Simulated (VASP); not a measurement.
Write the native input for VASP 6.6.1 that does the following.

- Task: relaxation of cell and atoms
- Functional: LDA
- Potentials or basis: VASP PAW LDA potentials, release 64 (Si)
- Cutoff: 600 eV
- k mesh: 12 × 12 × 12
- Occupations: gaussian, width 0.02 eV
- Spin: no spin polarisation
- Dipole correction: no
- Further INCAR settings: ALGO = Normal; EDIFF = 1e-07; IBRION = 2; EDIFFG = -0.005; NSW = 100; ISIF = 3

The structure of Si lies in POSCAR:

```
Si
1.0
    0.0000000000      2.7009735921      2.7009735921
    2.7009735921      0.0000000000      2.7009735921
    2.7009735921      2.7009735921      0.0000000000
Si
2
Direct
    0.5000000000      0.5000000000      0.5000000000
    0.7500000000      0.7500000000      0.7500000000
```

The input as run:

INCAR

```
SYSTEM = Si
PREC = Accurate
ENCUT = 600
EDIFF = 1E-7
ISMEAR = 0
SIGMA = 0.02
LREAL = .FALSE.
LASPH = .TRUE.
NELM = 60
ALGO = Normal
ISIF = 3
LWAVE = .FALSE.
LCHARG = .FALSE.
GGA = CA
IBRION = 2
NSW = 100
EDIFFG = -0.005
```

KPOINTS

```
regular mesh
0
G
  12 12 12
  0 0 0
```

Potentials or basis: VASP PAW LDA potentials, release 64 (Si).

Run with:

```console
$ cat potpaw_LDA.64/Si/POTCAR > POTCAR
$ mpirun -np 1 vasp_std > vasp.out
```

Results of the run:

The relaxed volume is 19.72 Å³/atom and the relaxed cell is a = 3.820 Å, b = 3.820 Å, c = 3.820 Å, α = 60.00°, β = 60.00°, γ = 60.00°. The space group after relaxing (to 0.05 Å) is Fd-3m (No. 227), the energy gained by relaxing is 0.0 meV/atom and the ionic steps are 3. The pressure after relaxing is 0.0 GPa and the band gap on the k mesh is 0.44 eV, indirect (least direct gap 2.53 eV).

Run time: 36 s on 1 thread of AMD EPYC 7R13 Processor (Zen 3), with other jobs on the host, peak memory 0.13 GiB.
